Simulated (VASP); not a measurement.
**BeB under changes of volume**

One of the cells (7.851 Å³/atom); the others are scaled copies at fixed shape and fractional positions:

```
Be B
1.0
     3.13909    0.00000    0.00000
    -1.56955    2.71854    0.00000
     0.00000    0.00000    1.83989
Be B
1 1
Direct
  0.00000 0.00000 0.50000
  0.33333 0.66667 0.00000
```

The cell was built by a generator and needn't be a form met in nature.

- Program: VASP 6.6.1
- Functional: PBE
- Potentials or basis: VASP PAW PBE potentials, release 64 (Be, B)
- Cutoff: 520 eV
- k mesh: 10 × 10 × 14
- Occupations: fermi-dirac, width 0.05 eV
- Spin: no spin polarisation

```csv
volume (Å³/atom),energy over the lowest point (meV/atom),pressure (GPa)
7.235,15.00,11.7
7.389,5.80,7.5
7.543,0.45,3.7
7.851,0.00,-3.0
8.005,4.32,-6.0
8.158,?,?
```

**Question.** What does the run at 8.158 Å³/atom give?

**Answer.** Energy over the lowest point 11.33 meV/atom; pressure -8.6 GPa.

Worked out: A Birch-Murnaghan fit of order 3 (a polynomial in V^(-2/3)) to the other rows has its minimum at 7.71 Å³/atom with B0 = V·E''(V) = 166 GPa and B' = 3.5 at fixed shape and positions, which overstates the stiffness. It gives 11.27 meV/atom at 8.158 Å³/atom, against the run's 11.33, and -dE/dV = -8.6 GPa, against -8.6.

Energies are extrapolated to zero smearing.
